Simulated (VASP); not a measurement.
Level of theory: PBE GGA, VASP's PBE PAW potentials (set 64) (plane waves; VASP).

VASP input:

File KPOINTS:
```
Automatic mesh
0
Gamma
15 15 5
0 0 0
```

File POSCAR:
```
C
1
    1.2337925645    -2.1369909101    -0.0000000000
    1.2337925645     2.1369909101     0.0000000000
    0.0000000000    -0.0000000000     7.6161880370
C
4
Direct
  0.0000000000   0.0000000000   0.2500000000
  1.0000000000   0.0000000000   0.7500000000
  0.3333330000   0.6666670000   0.2500000000
  0.6666670000   0.3333330000   0.7500000000
```

**INCAR**
```
SYSTEM = C
PREC = Accurate
ENCUT = 480
EDIFF = 1E-6
NELM = 100
ALGO = Normal
LREAL = .FALSE.
LASPH = .TRUE.
ISMEAR = 1
SIGMA = 0.1
GGA = PE
LWAVE = .FALSE.
LCHARG = .FALSE.
IBRION = 2
ISIF = 3
NSW = 60
EDIFFG = -0.01
```

POTCAR, in this order: C (PBE.64 set). Program: vasp_std.

Problem. What will the output report for the number of irreducible k-points (NKPTS), largest plane-wave count, number of space-group operations, FFT grid (NGX, NGY, NGZ)?

Solution. 
| Quantity | Result |
|---|---|
| number of irreducible k-points (NKPTS) | 81 |
| largest plane-wave count | 988 |
| number of space-group operations | 24 |
| FFT grid (NGX, NGY, NGZ) | 18 × 18 × 54 |

The compound is C in the graphite structure. This run relaxes it. Symmetry was kept, so distortions that lower it aren't found. The start is the result of an earlier pass.
